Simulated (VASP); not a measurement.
A convergence study with VASP on Pt (space group Fm-3m): one setting is varied, all else stays as given below, so the limit is that of these other settings. Each run relaxes cell and ions from the cell shown. The basis is that of the starting cell, so low cut-offs carry a Pulay error.

```yaml
crystal:
  lattice:
    - [0.00000, 1.95412, 1.95412]
    - [1.95412, 0.00000, 1.95412]
    - [1.95412, 1.95412, 0.00000]
  atoms:
    - { symbol: Pt, position: [0.00000, 0.00000, 0.00000] }
```

Calculation: PBEsol GGA, VASP's PBE PAW potentials (set 64) (plane waves; VASP). The tightest run used: 600 eV cut-off, 14×14×14 Γ-centred mesh, Gaussian smearing of 0.10 eV, potentials Pt.

### Question
The settings run are ENCUT = 180; ENCUT = 210; ENCUT = 255; ENCUT = 300; ENCUT = 360; ENCUT = 450; ENCUT = 600. From which on does the relaxed volume stay within 0.1 Å³/atom of the tightest run?

### Answer
From ENCUT = 255 on: it is off by 0.022 there and by no more than 0.1 in any finer run, while ENCUT = 210 is off by 0.611.
```
setting      relaxed volume (Å³/atom)  E (eV/atom)  plane waves  difference judged (Å³/atom)
-----------  ------------------------  -----------  -----------  ---------------------------
ENCUT = 180                    13.437      -7.2197           92                        1.576
ENCUT = 210                    14.403      -6.9650          113                        0.611
ENCUT = 255                    14.991      -6.9825          150                        0.022
ENCUT = 300                    14.973      -6.9778          190                        0.041
ENCUT = 360                    14.982      -6.9707          259                        0.031
ENCUT = 450                    15.015      -6.9712          332                        0.001
ENCUT = 600                    15.013      -6.9713          531                        0.000
```

Left out are rungs that failed or repeat a setting and relaxations that didn't move; long series are thinned to 24 rows.

The structure is a typed Pt crystal (space group no. 225).
